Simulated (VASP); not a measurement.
```
HfTiSe4
1.0
    6.07803     0.00000     0.00108
    0.00000     3.58780     0.00000
   -0.00547     0.00000     6.20297
Hf Ti Se
1 1 4
Direct
  0.00000   0.50000   0.50000
  0.00000   0.00000   0.00000
  0.26191   0.00000   0.32428
  0.73809   0.00000   0.67572
  0.25406   0.50000   0.84327
  0.74594   0.50000   0.15673
```

Computed with PBEsol GGA, VASP's PBE PAW potentials (set 64) (plane waves; VASP). Settings: 400 eV cut-off, 6×10×6 Γ-centred mesh, tetrahedra with Blöchl corrections, potentials Hf_pv Ti_sv Se.

The cores are frozen, which limits the accuracy of field gradients. Without a dispersion term in the relaxation, distances and binding between the weakly bound layers, chains or molecules are unreliable, and so is what depends on them.

Give the principal components of the electric field gradient (V/Å²) and the asymmetry η at each nucleus.

```json
[
 {"atom": "Hf1", "Vxx": "48.8", "Vyy": "38.7", "Vzz": "-87.5", "η": "0.11"},
 {"atom": "Ti2", "Vxx": "11.7", "Vyy": "10.6", "Vzz": "-22.2", "η": "0.05"},
 {"atom": "Se3", "Vxx": "-23.1", "Vyy": "-12.7", "Vzz": "35.8", "η": "0.29"},
 {"atom": "Se4", "Vxx": "-23.1", "Vyy": "-12.7", "Vzz": "35.8", "η": "0.29"},
 {"atom": "Se5", "Vxx": "25.5", "Vyy": "3.0", "Vzz": "-28.5", "η": "0.79"},
 {"atom": "Se6", "Vxx": "25.5", "Vyy": "3.0", "Vzz": "-28.5", "η": "0.79"}
]
```

The structure comes from a computed database's HfTiSe4 entry (P2/m); how it stands against other phases isn't given here. It was relaxed first, which changed the volume by -9 %.
